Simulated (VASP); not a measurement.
Calculation: PBE GGA, VASP's PBE PAW potentials (set 64) (plane waves; VASP 6.6.1).

VASP input:

**POSCAR**
```
InP
1
    0.0000000000     2.9937000000     2.9937000000
    2.9937000000     0.0000000000     2.9937000000
    2.9937000000     2.9937000000     0.0000000000
In P
1 1
Direct
  0.0000000000   0.0000000000   0.0000000000
  0.2500000000   0.2500000000   0.2500000000
```

File KPOINTS:
```
Automatic mesh
0
Gamma
7 7 7
0 0 0
```

### INCAR
```
SYSTEM  =  InP
PREC  =  Low; ENCUT  =  400; LREAL  =  .FALSE.
LASPH  =  .TRUE.
EDIFF  =  1E-6; NELM  =  100; ALGO  =  Normal
LMAXMIX  =  4
ISMEAR  =  0; SIGMA  =  0.05
GGA  =  PE
ISIF  =  2
LWAVE  =  .FALSE.; LCHARG  =  .FALSE.
```

POTCAR, in this order: In_d P (PBE.64 set). Program: vasp_std.

The resulting files:

OSZICAR:
```
       N       E                     dE             d eps       ncg     rms          rms(c)
DAV:   1     0.105963272339E+03    0.10596E+03   -0.74013E+03   520   0.127E+03
DAV:   2    -0.980488100942E+00   -0.10694E+03   -0.10423E+03   530   0.297E+02
DAV:   3    -0.859098720467E+01   -0.76105E+01   -0.75540E+01   685   0.868E+01
DAV:   4    -0.879163660316E+01   -0.20065E+00   -0.20051E+00   618   0.160E+01
DAV:   5    -0.880058461967E+01   -0.89480E-02   -0.89477E-02   791   0.278E+00    0.513E+00
DAV:   6    -0.842427620004E+01    0.37631E+00   -0.75072E-01   760   0.148E+01    0.317E+00
DAV:   7    -0.840243533799E+01    0.21841E-01   -0.17780E-01   723   0.344E+00    0.118E+00
DAV:   8    -0.840297562667E+01   -0.54029E-03   -0.14415E-02   644   0.171E+00    0.310E-01
DAV:   9    -0.840376685499E+01   -0.79123E-03   -0.22322E-03   643   0.671E-01    0.187E-01
DAV:  10    -0.840381326991E+01   -0.46415E-04   -0.18817E-04   677   0.119E-01    0.127E-01
DAV:  11    -0.840387231964E+01   -0.59050E-04   -0.48726E-05   600   0.509E-02    0.390E-02
DAV:  12    -0.840388626742E+01   -0.13948E-04   -0.39481E-05   626   0.105E-01    0.188E-02
DAV:  13    -0.840388651173E+01   -0.24431E-06   -0.18644E-06   522   0.136E-02
   1 F= -.84038865E+01 E0= -.84038865E+01  d E =-.590157E-09
```

File OUTCAR:
```
------------------------ aborting loop because EDIFF is reached ----------------------------------------
  FORCE on cell =-STRESS in cart. coord.  units (eV):
  Direction    XX          YY          ZZ          XY          YZ          ZX
  --------------------------------------------------------------------------------------
  Total       -0.2640305     -0.2640305     -0.2640305     -0.0000000     -0.0000000      0.0000000
  in kB       -7.8833318     -7.8833318     -7.8833318     -0.0000000     -0.0000000      0.0000000
  external PRESSURE =      -7.8833318 kB  Pullay stress =       0.0000000 kB
  volume of cell :       53.66
      direct lattice vectors                 reciprocal lattice vectors
     0.000000000  2.993700000  2.993700000    -0.167017403  0.167017403  0.167017403
     2.993700000  0.000000000  2.993700000     0.167017403 -0.167017403  0.167017403
     2.993700000  2.993700000  0.000000000     0.167017403  0.167017403 -0.167017403
  FREE ENERGIE OF THE ION-ELECTRON SYSTEM (eV)
  ---------------------------------------------------
  free  energy   TOTEN  =        -8.4038865117 eV

  energy  without entropy=       -8.4038865111  energy(sigma->0) =       -8.40388651
```
(Selected blocks of OUTCAR.)

File OUTCAR:
```
 val. band max:        4.5164680030   @ k =   0.0000   0.0000   0.0000

 cond. band min:       4.8781370095   @ k =   0.0000   0.0000   0.0000


 Fermi energy:         4.7009827426

 k-point     1 :       0.0000    0.0000    0.0000
  band No.  band energies     occupation
      1      -9.5605      2.00000
      2      -9.5605      2.00000
      3      -9.5605      2.00000
      4      -9.4376      2.00000
      5      -9.4376      2.00000
      6      -6.5822      2.00000
      7       4.5164      2.00000
      8       4.5164      2.00000
      9       4.5165      2.00000
     10       4.8781      0.00000
     11       8.6014      0.00000
     12       8.6014      0.00000
     13       8.6017      0.00000

 k-point     2 :       0.1429    0.0000    0.0000
  band No.  band energies     occupation
      1      -9.5787      2.00000
      2      -9.5529      2.00000
      3      -9.5528      2.00000
      4      -9.4374      2.00000
      5      -9.4374      2.00000
      6      -6.3734      2.00000
      7       2.7014      2.00000
      8       4.3057      2.00000
      9       4.3058      2.00000
     10       6.0063      0.00000
     11       8.7779      0.00000
     12       8.9210      0.00000
     13       8.9212      0.00000

 k-point     3 :       0.2857    0.0000    0.0000
  band No.  band energies     occupation
      1      -9.6177      2.00000
      2      -9.5386      2.00000
      3      -9.5384      2.00000
      4      -9.4341      2.00000
      5      -9.4339      2.00000
      6      -5.8092      2.00000
      7       0.7249      2.00000
      8       3.9213      2.00000
      9       3.9214      2.00000
     10       6.0793      0.00000
     11       9.3199      0.00000
     12       9.3201      0.00000
     13      10.0491      0.00000

 k-point     4 :       0.4286    0.0000    0.0000
  band No.  band energies     occupation
      1      -9.6476      2.00000
      2      -9.5303      2.00000
      3      -9.5300      2.00000
...
```

Unless said otherwise, spin-orbit coupling is left out, though it shifts the bands of the heavy elements here.

The compound is InP in the zinc blende structure. The cell was not relaxed at this level. The run is one of a series of settings (PREC = Low against the base run), some of them coarse on purpose.
